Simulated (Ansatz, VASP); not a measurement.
# LaPb3 in VASP and in Ansatz

Contents of INCAR:

```
SYSTEM = LaPb3
ALGO     = Normal         ! electronic algorithm
EDIFF    = 1E-6           ! SCF threshold, eV
ENCUT    = 520            ! plane-wave cutoff, eV
ISIF     = 2              ! what is computed and relaxed
ISMEAR   = 0              ! smearing method
LASPH    = .True.         ! aspherical terms in the spheres
LCHARG   = .False.        ! write CHGCAR
LREAL    = .False.        ! projectors in reciprocal space
LWAVE    = .False.        ! write WAVECAR
NBANDS   = 34             ! bands
NELM     = 100            ! most SCF steps
PREC     = Accurate       ! precision mode
SIGMA    = 0.1            ! smearing width, eV
```

File KPOINTS:

```
k-points
0
Gamma
  5 5 5
  0 0 0
```

Contents of POSCAR:

```
LaPb3
1.0
    4.7674827099      0.0000000000      0.0000000000
    0.0000000000      4.7674827099      0.0000000000
    0.0000000000      0.0000000000      4.7674827099
La Pb
1 3
Direct
    0.0000000000      0.0000000000      0.0000000000
    0.0000000000      0.5000000000      0.5000000000
    0.5000000000      0.0000000000      0.5000000000
    0.5000000000      0.5000000000      0.0000000000
```

Input for Ansatz:

```yaml
crystal:
  lattice:
    - [4.7674827098566, 0.0, 0.0]
    - [0.0, 4.7674827098566, 0.0]
    - [0.0, 0.0, 4.7674827098566]
  atoms:
    - { symbol: La, position: [0.0, 0.0, 0.0] }
    - { symbol: Pb, position: [0.0, 0.5, 0.5] }
    - { symbol: Pb, position: [0.5, 0.0, 0.5] }
    - { symbol: Pb, position: [0.5, 0.5, 0.0] }
basis:
  ecutwfc: 470.0
kpoints:
  mp_grid:
    grid: [5, 5, 5]
hamiltonian:
  xc: lda
scf:
  occupations:
    method: gaussian
    width: 0.1
output:
  stress: true
```

Alike in both runs: task single point; functional LDA; k mesh 5 × 5 × 5; occupations gaussian, width 0.1 eV; no spin polarisation.

|  | VASP | Ansatz |
| --- | --- | --- |
| version | VASP 6.6.1 | Ansatz 0.2.0 |
| potentials or method | VASP PAW LDA potentials, release 64 (La, Pb_d) | plane waves, PAW |
| plane-wave cutoff (eV) | 520 | 470 |
| valence electrons in the cell | 53 | 53 |

|  | VASP | Ansatz | Ansatz less VASP |
| --- | --- | --- | --- |
| pressure (GPa) | 2.8 | 2.8 | -0.06 |

Spin-orbit coupling is left out, which matters for the levels of La, Pb.
